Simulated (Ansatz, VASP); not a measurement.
**Si2Sb: VASP beside Ansatz**

One calculation is typed for both programs; each brings its own data sets and cutoff. How far apart do they land? The cell is invented: As first built, before any earlier steps moved the atoms (in the runner's words): it takes the YSi2 structure with some of its atoms replaced by other elements, volume scaled by an estimate. It may not be a known or stable phase. The cell is taken from a series of VASP runs on this material, whose earlier steps may have relaxed, scaled or displaced it; both programs get it as it stands.

Main program and level: Ansatz 0.2.0; plane waves, with VASP 6.6.1 beside it; band structure at HSE06.

### Step 1. Starting point

The structure is hexagonal, space group P6/mmm (No. 191). The conventional cell has a = 4.057 Å, b = 4.057 Å, c = 4.407 Å, α = 90.00°, β = 90.00°, γ = 120.00°. Nearest to Sb lie 12 Si at 3.22 Å. Si has 3 Si at 2.34 Å and 6 Sb at 3.22 Å nearest. As first built, before any earlier steps moved the atoms (in the runner's words): sites of the YSi2 structure (space group 191) filled with other elements, volume scaled by an estimate. Farther neighbours are not listed.

Structure file:

```xyz
3
Lattice="4.0566 0.0000 0.0000 -2.0283 3.5131 0.0000 0.0000 0.0000 4.4065" Properties=species:S:1:pos:R:3 pbc="T T T"
Sb    0.0000    0.0000    0.0000
Si    0.0000    2.3421    2.2033
Si    2.0283    1.1710    2.2033
```

### Step 2. VASP: band structure, HSE06

With cell and atoms fixed, the geometry can't cause a difference; cores, projectors, grids and the points listed under the comparison can.

Lines of VASP's logs that name or quote its potential files are left out, and so is its time.

The run reads the wave functions of an earlier VASP run, which isn't shown here.

INCAR

```
SYSTEM = Si2Sb
PREC = Accurate
ENCUT = 400
EDIFF = 1E-06
NELM = 100
ISMEAR = 0
SIGMA = 0.02
LREAL = .FALSE.
ALGO = Normal
LHFCALC = .TRUE.
AEXX = 0.25
GGA = PE
HFSCREEN = 0.2
LASPH = .TRUE.
PRECFOCK = Fast
LORBIT = 11
LWAVE = .FALSE.
LCHARG = .FALSE.
KPAR = 4
```

POSCAR

```
Si2Sb
1.0
    4.0565899002      0.0000000000      0.0000000000
   -2.0282949501      3.5131099905      0.0000000000
    0.0000000000      0.0000000000      4.4065027854
Sb Si
1 2
Direct
    0.0000000000      0.0000000000      0.0000000000
    0.3333333300      0.6666666700      0.5000000000
    0.6666666700      0.3333333300      0.5000000000
```

KPOINTS

```
Automatic mesh
0
Gamma
4 4 3
0 0 0
```

KPOINTS_OPT

```
Line mode
6
Line-mode
Reciprocal
  0.00000000   0.00000000   0.00000000 GAMMA
  0.50000000   0.00000000   0.00000000 M

  0.50000000   0.00000000   0.00000000 M
  0.33333333   0.33333333   0.00000000 K

  0.33333333   0.33333333   0.00000000 K
  0.00000000   0.00000000   0.00000000 GAMMA

  0.00000000   0.00000000   0.00000000 GAMMA
  0.00000000   0.00000000   0.50000000 A

  0.00000000   0.00000000   0.50000000 A
  0.50000000   0.00000000   0.50000000 L

  0.50000000   0.00000000   0.50000000 L
  0.33333333   0.33333333   0.50000000 H

  0.33333333   0.33333333   0.50000000 H
  0.00000000   0.00000000   0.50000000 A

  0.50000000   0.00000000   0.50000000 L
  0.50000000   0.00000000   0.00000000 M

  0.33333333   0.33333333   0.00000000 K
  0.33333333   0.33333333   0.50000000 H
```

Potentials, in the order of the species: Sb and Si (PBE family, release 64).

Command:

```
$ mpirun -np 4 vasp_std
```

Numbers of over 12 decimals in the logs are rounded to 6 here.

The program printed:

```text
[banner, memory and clock lines left out]
running    4 mpi-ranks, on    1 nodes
 distrk:  each k-point on    1 cores,    4 groups
 distr:  one band on    1 cores,    1 groups

 POSCAR found type information on POSCAR SbSi
 POSCAR found :  2 types and       3 ions
 LDA part: xc-table for (Slater+PW92), standard interpolation
 found WAVECAR, reading the header
 POSCAR, INCAR and KPOINTS ok, starting setup
 FFT: planning ... GRIDC
 FFT: planning ... GRID_SOFT
 FFT: planning ... GRID
 reading WAVECAR
 the WAVECAR file was read successfully
 initial charge from wavefunction
 entering main loop
       N       E                     dE             d eps       ncg     rms          rms(c)
DAV:   1    -0.156610689920E+02   -0.15661E+02   -0.17413E+00   160   0.103E+01    0.134E+01
DAV:   2    -0.156676390037E+02   -0.65700E-02   -0.20622E-02   178   0.152E+00    0.859E+00
DAV:   3    -0.156652912427E+02    0.23478E-02   -0.24588E-03   172   0.337E-01    0.523E+00
DAV:   4    -0.156646311584E+02    0.66008E-03   -0.78577E-04   172   0.179E-01    0.312E+00
DAV:   5    -0.156644315444E+02    0.19961E-03   -0.17307E-04   182   0.855E-02    0.186E+00
DAV:   6    -0.156643710280E+02    0.60516E-04   -0.51218E-05   180   0.453E-02    0.111E+00
DAV:   7    -0.156643551885E+02    0.15839E-04   -0.17547E-05   182   0.261E-02    0.659E-01
DAV:   8    -0.156643529777E+02    0.22108E-05   -0.53888E-06   170   0.146E-02    0.390E-01
DAV:   9    -0.156643541466E+02   -0.11689E-05   -0.14808E-06   104   0.813E-03    0.232E-01
DAV:  10    -0.156643554069E+02   -0.12603E-05   -0.68718E-07    96   0.593E-03    0.137E-01
DAV:  11    -0.156643565645E+02   -0.11576E-05   -0.19930E-07    96   0.351E-03    0.811E-02
DAV:  12    -0.156643573080E+02   -0.74347E-06   -0.73193E-08    98   0.227E-03
   1 F= -.15664357E+02 E0= -.15662947E+02  d E =-.282095E-02
 Start KPOINTS_OPT (optional k-point list driver)
k-point batch [1-8\54]
       N       E                     dE             ncg
DAV:   1     0.527716915249E+03   -0.13095E+04      160
DAV:   2     0.213193225004E+03   -0.31452E+03      180
DAV:   3     0.176817895643E+03   -0.36375E+02      198
DAV:   4     0.175204673365E+03   -0.16132E+01      194
DAV:   5     0.175181114298E+03   -0.23559E-01      178
DAV:   6     0.175180519230E+03   -0.59507E-03      186
DAV:   7     0.175180502101E+03   -0.17129E-04      174
DAV:   8     0.175180501437E+03   -0.66444E-06      154
[...]
k-point batch [49-54\54]
       N       E                     dE             ncg
DAV:   1     0.999341604071E+03   -0.20438E+04      120
DAV:   2     0.819459543750E+03   -0.17988E+03      142
DAV:   3     0.804397108575E+03   -0.15062E+02      150
DAV:   4     0.803477266632E+03   -0.91984E+00      166
DAV:   5     0.803440612098E+03   -0.36655E-01      158
DAV:   6     0.803438892552E+03   -0.17195E-02      166
DAV:   7     0.803438795701E+03   -0.96850E-04      156
DAV:   8     0.803438789658E+03   -0.60436E-05      148
DAV:   9     0.803438789266E+03   -0.39170E-06      108
```

From OUTCAR (step 2):

```text
ion  position               nearest neighbor table
   1  0.000  0.000  0.000-   2 3.22   3 3.22   2 3.22   3 3.22   3 3.22   3 3.22   2 3.22   2 3.22
                             3 3.22   3 3.22   2 3.22   2 3.22
   2  0.333  0.667  0.500-   3 2.34   3 2.34   3 2.34   1 3.22   1 3.22   1 3.22   1 3.22   1 3.22
                             1 3.22
   3  0.667  0.333  0.500-   2 2.34   2 2.34   2 2.34   1 3.22   1 3.22   1 3.22   1 3.22   1 3.22
                             1 3.22

  LATTYP: Found a hexagonal cell.
 ALAT       =     4.0565899002
 C/A-ratio  =     1.0862578900

 Subroutine GETGRP returns: Found 24 space group operations
 (whereof 24 operations were pure point group operations)

The static configuration has the point symmetry D_6h.

 Found      8 irreducible k-points:

   k-points           NKPTS =      8   k-points in BZ     NKDIM =     48   number of bands    NBANDS=     10

   dimension x,y,z NGX =    28 NGY =   28 NGZ =   30
   dimension x,y,z NGXF=    56 NGYF=   56 NGZF=   60

   ENCUT  =  400.0 eV  29.40 Ry    5.42 a.u.   6.62  6.62  7.19*2*pi/ulx,y,z

   NELECT =      13.0000    total number of electrons

 k-points in reciprocal lattice and weights: Automatic mesh
   0.00000000  0.00000000  0.00000000       0.021
   0.25000000  0.00000000  0.00000000       0.125
   0.50000000  0.00000000  0.00000000       0.062
   0.25000000  0.25000000  0.00000000       0.125
   0.00000000  0.00000000  0.33333333       0.042
   0.25000000  0.00000000  0.33333333       0.250
   0.50000000  0.00000000  0.33333333       0.125
   0.25000000  0.25000000  0.33333333       0.250

  exchange ACFDT corr.  =         0.00000000  see jH, gK, PRB 81, 115126

 average (electrostatic) potential at core
       1 -81.3031       2 -78.6185       3 -78.6185

 E-fermi :   8.0544

 k-point     1 :       0.0000    0.0000    0.0000
  band No.  band energies     occupation
    ...
      4       4.8906      2.00000
      5       4.8906      2.00000
      6       6.7609      2.00000
      7       6.7609      2.00000
      8       7.2356      2.00000
      9      11.0479      0.00000
     10      13.4415      0.00000

 k-point     2 :       0.2500    0.0000    0.0000
  band No.  band energies     occupation
    ...
      2      -0.4799      2.00000
      3       1.6712      2.00000
      4       3.3763      2.00000
      5       3.4301      2.00000
      6       6.1581      2.00000
      7       9.0135      0.00000
      8       9.9104      0.00000
      9      10.0053      0.00000
     10      12.1223      0.00000

 k-point     3 :       0.5000    0.0000    0.0000
  band No.  band energies     occupation
    ...
      4       2.7101      2.00000
      5       5.6797      2.00000
      6       6.2507      2.00000
      7       6.4992      2.00000
      8       7.9055      2.00000
      9       9.9904      0.00000
     10      11.4077      0.00000

  energy-cutoff  :      400.00
  volume of cell :       62.80
      direct lattice vectors                 reciprocal lattice vectors
     4.056589900  0.000000000  0.000000000     0.246512471  0.142324038  0.000000000
    -2.028294950  3.513109990  0.000000000     0.000000000  0.284648076  0.000000000
     0.000000000  0.000000000  4.406502785     0.000000000  0.000000000  0.226937335

 POSITION                                       TOTAL-FORCE (eV/Angst)
 -----------------------------------------------------------------------------------
      0.00000      0.00000      0.00000         0.000000      0.000000      0.000000
     -0.00000      2.34207      2.20325         0.000000     -0.000000      0.000000
      2.02829      1.17104      2.20325        -0.000000      0.000000      0.000000
 -----------------------------------------------------------------------------------
    total drift:                                0.000000     -0.000000      0.000000

  FREE ENERGIE OF THE ION-ELECTRON SYSTEM (eV)
  ---------------------------------------------------
  free  energy   TOTEN  =       -15.6643573080 eV

  energy  without entropy=      -15.6615363550  energy(sigma->0) =      -15.66294683

 total charge
# of ion       s       p       d       tot
------------------------------------------
    1        1.256   1.196   0.035   2.487
    2        0.851   0.770   0.000   1.621
    3        0.851   0.770   0.000   1.621
--------------------------------------------------
tot          2.958   2.736   0.035   5.729

[... 3 further parts left out ...]
```

The k-mesh is coarse for exact exchange; levels may shift by about 0.1 eV on a finer one.

(Part 1 of 2 ends here.)

[Lines on the potential files, build, host, timing and source positions are cut from VASP's logs without a mark.]

[Logs are printed without paths, hosts, clocks, repeated set-up lines and the standing remarks that a program may print on its own settings, such as how far it seeks lower states.]

[Hosts, paths, dates, database ids (printed as entryN), source tags and the programs' standing remarks are cut or masked in the printed files.]
